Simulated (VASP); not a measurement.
Energy against volume of CdTe (zinc blende). Level of theory: HSE06 screened hybrid, VASP's PBE PAW potentials (set 64) (plane waves; VASP).

```csv
V (Å³/atom),E (eV/atom)
33.074,-3.00771
34.164,-3.02296
35.254,-3.02812
36.345,-3.02479
37.435,-3.01433
```

Fit a third-order Birch-Murnaghan equation of state.

```
Property                                          Value
---------------------------------------  --------------
volume per atom                          35.34 Å^3/atom
bulk modulus                                   39.8 GPa
pressure derivative of the bulk modulus            4.63
lattice constant a                              6.563 Å
```

Measured: bulk modulus 43.7 GPa (computed value off by -9.0 %), as given by Elmahjoubi et al., (2023), arXiv:2303.01780; a 6.480 Å (computed value off by +1.3 %), as given by M J Lucero et al., Journal of Physics Condensed Matter (2012), arXiv:1111.4515. The calculation is for a static lattice, while the measured bulk modulus, a hold thermal and zero-point effects, which are part of the difference.

The compound is CdTe in the zinc blende structure. It was relaxed first. The cell's shape comes from a PBE relaxation.
